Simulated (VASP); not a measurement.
VASP ran on this input.

INCAR:
```
! general
SYSTEM  = InAs
PREC    = Accurate
ENCUT   = 500   ! plane-wave cut-off (eV)
LREAL   = F
LASPH   = T

! electronic loop
EDIFF   = 1E-6   ! SCF stop (eV)
NELM    = 100
ALGO    = Normal
LMAXMIX = 4

! smearing
ISMEAR  = 1
SIGMA   = 0.1

! functional
GGA     = PS

! ions
IBRION  = 2
NSW     = 40   ! most ionic steps
ISIF    = 3   ! ions, shape and volume
EDIFFG  = -0.02
PSTRESS = 100   ! kbar

! output
LWAVE   = F
LCHARG  = F
```

POSCAR:
```
InAs
1
    0.0000000000     2.7706766284     2.7706766284
    2.7706766284     0.0000000000     2.7706766284
    2.7706766284     2.7706766284     0.0000000000
In As
1 1
Direct
  0.0000000000   0.0000000000   0.0000000000
  0.5000000000   0.5000000000   0.5000000000
```

**KPOINTS**
```
Regular mesh
0
gamma
11 11 11
0 0 0
```

POTCAR, in this order: In_d As (PBE.64 set). Program: vasp_std.

Task: Write an equivalent input for Quantum ESPRESSO's pw.x.

Result: One equivalent input (not run):
```
&CONTROL
  calculation = 'vc-relax'
  pseudo_dir = './pseudo'
  outdir = './out'
  tprnfor = .true.
  tstress = .true.
  nstep = 40
  forc_conv_thr = 0.00078
/
&SYSTEM
  ibrav = 0
  nat = 2
  ntyp = 2
  ecutwfc = 84
  occupations = 'smearing'
  smearing = 'methfessel-paxton'
  degauss = 0.00735
  input_dft = 'pbesol'
/
&ELECTRONS
  conv_thr = 7.3e-08
  electron_maxstep = 100
/
&IONS
/
&CELL
  press = 100
/
ATOMIC_SPECIES
  In 114.818 In.upf
  As 74.922 As.upf
CELL_PARAMETERS angstrom
     0.0000000    2.7706766    2.7706766
     2.7706766    0.0000000    2.7706766
     2.7706766    2.7706766    0.0000000
ATOMIC_POSITIONS crystal
  In   0.0000000  0.0000000  0.0000000
  As   0.5000000  0.5000000  0.5000000
K_POINTS automatic
  11 11 11 0 0 0
```
What does not carry over: the potentials are each code's own (VASP's PAW set, PseudoDojo norm-conserving files in pw.x), so ENCUT and ecutwfc are chosen apart and not converted; conv_thr bounds pw.x's estimated SCF error, while EDIFF bounds the energy change between steps; forc_conv_thr acts on force components and is met together with etot_conv_thr.

The structure was generated: InAs was put into the rock salt type (Fm-3m), which need not be its known phase. This run relaxes it under an external pressure of 10 GPa. Symmetry was kept, so distortions that lower it aren't found.
